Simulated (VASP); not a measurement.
Output of a VASP run:

File OSZICAR:
```
...
DAV:  42    -0.237334726320E+02   -0.75531E-05   -0.61621E-04 22688   0.285E-01    0.914E-01
DAV:  43    -0.237334645744E+02    0.80576E-05   -0.92954E-04 20312   0.269E-01    0.731E-01
DAV:  44    -0.237334844621E+02   -0.19888E-04   -0.10004E-03 17854   0.253E-01    0.566E-01
DAV:  45    -0.237334688224E+02    0.15640E-04   -0.91312E-04 21906   0.307E-01    0.466E-01
DAV:  46    -0.237334696715E+02   -0.84907E-06   -0.60639E-04 19574   0.220E-01    0.412E-01
DAV:  47    -0.237334644591E+02    0.52124E-05   -0.57743E-04 18872   0.215E-01    0.328E-01
DAV:  48    -0.237334734665E+02   -0.90075E-05   -0.96955E-04 17584   0.261E-01    0.279E-01
DAV:  49    -0.237334608596E+02    0.12607E-04   -0.85486E-04 19070   0.254E-01    0.231E-01
DAV:  50    -0.237334586070E+02    0.22527E-05   -0.74737E-04 18436   0.227E-01    0.186E-01
DAV:  51    -0.237334457739E+02    0.12833E-04   -0.57877E-04 20954   0.231E-01    0.130E-01
DAV:  52    -0.237334264404E+02    0.19334E-04   -0.37314E-04 17410   0.151E-01    0.118E-01
DAV:  53    -0.237334391432E+02   -0.12703E-04   -0.54234E-04 17384   0.177E-01    0.111E-01
DAV:  54    -0.237334249098E+02    0.14233E-04   -0.33807E-04 19100   0.154E-01    0.117E-01
DAV:  55    -0.237334234520E+02    0.14578E-05   -0.24537E-04 19804   0.137E-01    0.121E-01
DAV:  56    -0.237334238602E+02   -0.40825E-06   -0.35903E-04 23120   0.306E-01    0.184E-01
DAV:  57    -0.237334277735E+02   -0.39133E-05   -0.41101E-04 17136   0.155E-01    0.172E-01
DAV:  58    -0.237334357330E+02   -0.79595E-05   -0.68210E-04 17060   0.194E-01    0.147E-01
DAV:  59    -0.237334291217E+02    0.66113E-05   -0.44646E-04 17892   0.167E-01    0.114E-01
DAV:  60    -0.237334310234E+02   -0.19017E-05   -0.51975E-04 17302   0.178E-01    0.106E-01
DAV:  61    -0.237334278439E+02    0.31795E-05   -0.52214E-04 17552   0.178E-01    0.756E-02
DAV:  62    -0.237334187841E+02    0.90598E-05   -0.48379E-04 17438   0.171E-01    0.675E-02
DAV:  63    -0.237334208795E+02   -0.20954E-05   -0.25666E-04 18232   0.131E-01    0.619E-02
DAV:  64    -0.237334176441E+02    0.32354E-05   -0.27917E-04 17254   0.128E-01    0.556E-02
DAV:  65    -0.237334151786E+02    0.24654E-05   -0.30390E-04 17184   0.135E-01    0.494E-02
DAV:  66    -0.237334093876E+02    0.57911E-05   -0.21822E-04 18336   0.119E-01    0.553E-02
DAV:  67    -0.237334102815E+02   -0.89392E-06   -0.93217E-05 18676   0.851E-02    0.492E-02
DAV:  68    -0.237334112080E+02   -0.92647E-06   -0.13028E-04 17246   0.881E-02    0.421E-02
DAV:  69    -0.237334114706E+02   -0.26259E-06   -0.13591E-04 17476   0.900E-02    0.372E-02
DAV:  70    -0.237334063868E+02    0.50837E-05   -0.10085E-04 17862   0.819E-02    0.365E-02
DAV:  71    -0.237334149182E+02   -0.85313E-05   -0.16448E-04 17604   0.109E-01    0.133E-02
DAV:  72    -0.237334114402E+02    0.34780E-05   -0.23397E-04 17194   0.124E-01    0.202E-02
DAV:  73    -0.237334097348E+02    0.17055E-05   -0.18018E-04 17632   0.109E-01    0.184E-02
DAV:  74    -0.237334104365E+02   -0.70168E-06   -0.11290E-04 17616   0.871E-02    0.135E-02
DAV:  75    -0.237334053492E+02    0.50872E-05   -0.77805E-05 17344   0.704E-02    0.144E-02
DAV:  76    -0.237334050434E+02    0.30577E-06   -0.29256E-05 18998   0.473E-02    0.143E-02
DAV:  77    -0.237334052253E+02   -0.18182E-06   -0.31535E-05 17346   0.444E-02    0.114E-02
DAV:  78    -0.237334046499E+02    0.57535E-06   -0.15987E-05 18188   0.326E-02    0.963E-03
DAV:  79    -0.237334047750E+02   -0.12513E-06   -0.11304E-05 18632   0.292E-02    0.131E-02
DAV:  80    -0.237334044788E+02    0.29619E-06   -0.30380E-06 17848   0.160E-02
   1 F= -.23733404E+02 E0= -.23733320E+02  d E =-.169485E-03  mag=    -0.3029     0.0150     6.9503
```

OUTCAR:
```
------------------------ aborting loop because EDIFF is reached ----------------------------------------
  FORCE on cell =-STRESS in cart. coord.  units (eV):
  Direction    XX          YY          ZZ          XY          YZ          ZX
  --------------------------------------------------------------------------------------
  Total        1.5682829      1.5683114      1.5571388      0.0000006      0.0000042     -0.0000145
  in kB       87.1277797     87.1293648     86.5086583      0.0000310      0.0002347     -0.0008045
  external PRESSURE =      86.9219343 kB  Pullay stress =       0.0000000 kB
  volume of cell :       28.84
      direct lattice vectors                 reciprocal lattice vectors
     0.000000000  2.433975000  2.433975000    -0.205425282  0.205425282  0.205425282
     2.433975000  0.000000000  2.433975000     0.205425282 -0.205425282  0.205425282
     2.433975000  2.433975000  0.000000000     0.205425282  0.205425282 -0.205425282
 POSITION                                       TOTAL-FORCE (eV/Angst)
 -----------------------------------------------------------------------------------
      0.00000      0.00000      0.00000        -0.000007      0.000001     -0.000020
      2.43398      2.43398      2.43398         0.000007     -0.000001      0.000020
 -----------------------------------------------------------------------------------
    total drift:                               -0.000001      0.000010      0.000066
  FREE ENERGIE OF THE ION-ELECTRON SYSTEM (eV)
  ---------------------------------------------------
  free  energy   TOTEN  =       -23.7334044788 eV

  energy  without entropy=      -23.7332349936  energy(sigma->0) =      -23.73331974

 total charge

# of ion       s       p       d       f       tot
--------------------------------------------------
    1        2.038   5.691   0.586   6.998  15.313
    2        1.269   2.371   0.000   0.000   3.640
--------------------------------------------------
tot          3.307   8.062   0.586   6.998  18.953

 magnetization (x)

# of ion       s       p       d       f       tot
--------------------------------------------------
    1        0.000   0.003  -0.004  -0.294  -0.295
    2        0.000   0.004   0.000   0.000   0.004
--------------------------------------------------
tot          0.001   0.007  -0.004  -0.294  -0.290

 magnetization (y)

# of ion       s       p       d       f       tot
--------------------------------------------------
    1       -0.000  -0.000   0.000   0.015   0.015
    2       -0.000  -0.000   0.000   0.000  -0.000
--------------------------------------------------
tot         -0.000  -0.000   0.000   0.015   0.014

 magnetization (z)

# of ion       s       p       d       f       tot
--------------------------------------------------
    1       -0.005  -0.074   0.099   6.741   6.761
    2       -0.008  -0.093   0.000   0.000  -0.101
--------------------------------------------------
tot         -0.013  -0.167   0.099   6.741   6.660

 Ion:    1  E_soc:     -1.2251655

 Ion:    2  E_soc:     -0.0003945
```
(Selected blocks of OUTCAR.)

File POSCAR:
```
GdN
1
    0.0000000000     2.4339750000     2.4339750000
    2.4339750000     0.0000000000     2.4339750000
    2.4339750000     2.4339750000     0.0000000000
Gd N
1 1
Direct
  0.0000000000   0.0000000000   0.0000000000
  0.5000000000   0.5000000000   0.5000000000
```

Question: Reconstruct the remaining input files.

Answer: This is not unique; one that fits is the input of the run itself, PBE GGA with spin-orbit coupling, plane waves, VASP's PBE PAW potentials (set 64).

**KPOINTS**
```
Automatic mesh
0
Gamma
6 6 6
0 0 0
```

### INCAR
```
ALGO  =  Normal
EDIFF  =  1E-6
ENCUT  =  400
GGA  =  PE
GGA_COMPAT  =  F
ISIF  =  2
ISMEAR  =  -1
ISYM  =  0
LASPH  =  T
LCHARG  =  F
LMAXMIX  =  6
LNONCOLLINEAR  =  T
LORBIT  =  11
LREAL  =  F
LSORBIT  =  T
LWAVE  =  F
MAGMOM  =  2*0.0 7.0 3*0.0
NELM  =  100
PREC  =  Accurate
SIGMA  =  0.01
SYSTEM  =  GdN
```

POTCAR, in this order: Gd N (PBE.64 set). Program: vasp_ncl.

At this cut-off the stress carries a Pulay error, which pulls relaxed volumes low.

The structure is a typed GdN crystal (Fm-3m). The cell was not relaxed at this level. The k-mesh is coarse (spacing up to 0.37 per Å, 2π included), so the numbers may not be converged in it. The run is one of a series of settings (GGA_COMPAT = .FALSE., ISPIN removed, ISYM = 0, LNONCOLLINEAR = .TRUE., LSORBIT = .TRUE., MAGMOM = 0.0 0.0 7.0 0.0 0.0 0.0, program vasp_ncl against the base run), some of them coarse on purpose.
